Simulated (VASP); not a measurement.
A convergence study with VASP on Gd (hcp): one setting is varied, all else stays as given below, so the limit is that of these other settings. Each run relaxes cell and ions; the cell shown is the tightest run's result. The basis is that of the starting cell, so low cut-offs carry a Pulay error.

```
CELL_PARAMETERS angstrom
      1.81738    -3.14779     0.00000
      1.81738     3.14779     0.00000
      0.00000     0.00000     5.73372
ATOMIC_POSITIONS crystal
  Gd 0.33333 0.66667 0.25000
  Gd 0.66667 0.33333 0.75000
```

These are PBE GGA, VASP's PBE PAW potentials (set 64) (plane waves; VASP) values and carry that method's errors. The tightest run used: 700 eV cut-off, 10×10×5 Γ-centred mesh, first-order Methfessel-Paxton smearing of 0.10 eV, potentials Gd_3.

The 4f electrons are frozen in the core of the lanthanide potential, so 4f levels, which can set the real gap, and their magnetism are missing.

The reference is ENCUT = 700, which took about 80 core-seconds. Costs are core time on shared hosts, one run each; read them as rough ratios.

Problem. Of the settings ENCUT = 150; ENCUT = 200; ENCUT = 250; ENCUT = 300; ENCUT = 350; ENCUT = 400; ENCUT = 450; ENCUT = 500; ENCUT = 550; ENCUT = 600; ENCUT = 650; ENCUT = 700, which is the lowest that keeps the difference from the reference in relaxed volume (Å³/atom) within 0.1 from there on, and what does it cost?

Solution. ENCUT = 250; its cost over the reference is about 1/3.
| setting | difference in relaxed volume (Å³/atom) | cost over the reference |
|---|---|---|
| ENCUT = 150 | 0.333 | about 1/5 |
| ENCUT = 200 | 0.181 | about 1/4 |
| ENCUT = 250 | 0.016 | about 1/3 |
| ENCUT = 300 | 0.017 | about 1/2 |
| ENCUT = 350 | 0.016 | about 1/3 |
| ENCUT = 400 | 0.008 | about 1/2 |
| ENCUT = 450 | 0.009 | within a factor of 2 |
| ENCUT = 500 | 0.005 | within a factor of 2 |
| ENCUT = 550 | 0.003 | within a factor of 2 |
| ENCUT = 600 | 0.002 | within a factor of 2 |
| ENCUT = 650 | 0.000 | within a factor of 2 |
| ENCUT = 700 | 0.000 | reference |

Left out are rungs that failed or repeat a setting and relaxations that didn't move; long series are thinned to 24 rows.

The compound is Gd in the hcp structure.
